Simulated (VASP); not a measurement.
Cost and result of VASP (PAW) for the lattice constant a of Mg (hcp). Static lattice. The cost counts the five points of the equation of state, each on the mesh and cut-off of its row, so the ratios hold those differences too. With PBE it took about 3 core-minutes. The timings are rough (shared machines, no repeats); factors under 2 mean little.

| level | k-mesh | cut-off (eV) | lattice constant a (Å) | cost over PBE |
|---|---|---|---|---|
| LDA | 13×13×7 | 520 | 3.127 | within a factor of 2 |
| PBE | 13×13×7 | 520 | 3.197 | reference |
| PBEsol | 13×13×7 | 520 | 3.177 | within a factor of 2 |
| r2SCAN | 13×13×7 | 520 | ___ | ___ |

Task: Complete the blanks.

Result: 
- r2SCAN, lattice constant a (Å): 3.172
- r2SCAN, cost over PBE: about 7 times

Left out are levels that failed, ran on another kind of processor or have no fit band path; at most nine are shown.

The compound is Mg in the hcp structure.
